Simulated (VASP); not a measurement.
OSZICAR of a VASP run on CdSe (wurtzite):

File OSZICAR:
```
       N       E                     dE             d eps       ncg     rms          rms(c)
DAV:   1     0.210732936887E+03    0.21073E+03   -0.15074E+04  1320   0.119E+03
DAV:   2    -0.471293963127E+00   -0.21120E+03   -0.20695E+03  1476   0.317E+02
DAV:   3    -0.116674059747E+02   -0.11196E+02   -0.11160E+02  1590   0.743E+01
DAV:   4    -0.117625218733E+02   -0.95116E-01   -0.95087E-01  1452   0.655E+00
DAV:   5    -0.117633433777E+02   -0.82150E-03   -0.82146E-03  1596   0.569E-01    0.811E+00
RMM:   6    -0.110229202721E+02    0.74042E+00   -0.16356E+00  1320   0.707E+00    0.671E+00
RMM:   7    -0.109931917927E+02    0.29728E-01   -0.71295E-01  1320   0.350E+00    0.209E+00
RMM:   8    -0.109887308724E+02    0.44609E-02   -0.38928E-02  1320   0.105E+00    0.925E-01
RMM:   9    -0.109897610029E+02   -0.10301E-02   -0.86329E-03  1320   0.626E-01    0.296E-01
RMM:  10    -0.109895734692E+02    0.18753E-03   -0.12943E-03  1336   0.255E-01    0.813E-02
RMM:  11    -0.109897081091E+02   -0.13464E-03   -0.45448E-04  1314   0.108E-01    0.414E-02
RMM:  12    -0.109897011367E+02    0.69724E-05   -0.50443E-05   964   0.359E-02
   1 F= -.10989701E+02 E0= -.10989701E+02  d E =-.109897E+02
```

Question: Which electronic solver shows in the log?

Answer: It is blocked Davidson (ALGO = Normal, or the opening steps of other solvers) and then RMM-DIIS (ALGO = Fast or VeryFast). The INCAR had ALGO = Fast.

Question: Can the final energy be trusted as converged?

Answer: The calculation finished and met its thresholds. It stopped with EDIFF = 1E-5, NELM = 100, NSW = 20 and EDIFFG = -0.03 after 1 ionic step (PBE GGA, plane waves, VASP's PBE PAW potentials (set 64)).

The compound is CdSe in the wurtzite structure. It was relaxed first, which changed the volume by +7 %.
